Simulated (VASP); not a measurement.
GaN (zinc blende) at five volumes. Computed with RPA correlation on PBE orbitals, VASP's PBE PAW potentials (set 64) (plane waves; VASP). Numerical set-up: 500 eV cut-off, 4×4×4 Γ-centred mesh, Gaussian smearing of 0.010 eV, potentials Ga_d_GW N_GW_new.

The mesh is coarse, so the correlation energy is not converged in k-points.

```
V (Å³/atom)  EXX (eV/atom)  RPA correlation (eV/atom)
-----------  -------------  -------------------------
10.620            -11.4482                   -10.2544
11.081            -11.4770                   -10.2594
11.543            -11.4756                   -10.2690
12.005            -11.4495                   -10.2834
12.467            -11.4024                   -10.3016
```

Question: Add the two parts and fit a third-order Birch-Murnaghan equation of state.

Answer: The totals are -21.7025, -21.7364, -21.7445, -21.7329, -21.7041 eV/atom, with V0 = 11.49 Å³/atom and B0 = 180 GPa.

The compound is GaN in the zinc blende structure, a metastable form; wurtzite is the usual one.
